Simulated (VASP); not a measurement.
```yaml
crystal:
  lattice:
    - [0.00000, 2.97000, 2.97000]
    - [2.97000, 0.00000, 2.97000]
    - [2.97000, 2.97000, 0.00000]
  atoms:
    - { symbol: Pb, position: [0.00000, 0.00000, 0.00000] }
    - { symbol: F, position: [0.25000, 0.25000, 0.25000] }
    - { symbol: F, position: [0.75000, 0.75000, 0.75000] }
```

Calculation: PBE GGA, VASP's PBE PAW potentials (set 64) (plane waves; VASP). Run with 520 eV cut-off, 6×6×6 Γ-centred mesh, Gaussian smearing of 0.050 eV, potentials Pb_d F.

Q: Give the stress tensor in GPa (positive for a compressed cell).

A: 
```
1.98  0.00  0.00
0.00  1.98  0.00
0.00  0.00  1.98
```
The pressure is its mean diagonal, 1.98 GPa.

The compound is PbF2 in the fluorite structure, the β form. The cell was not relaxed at this level.
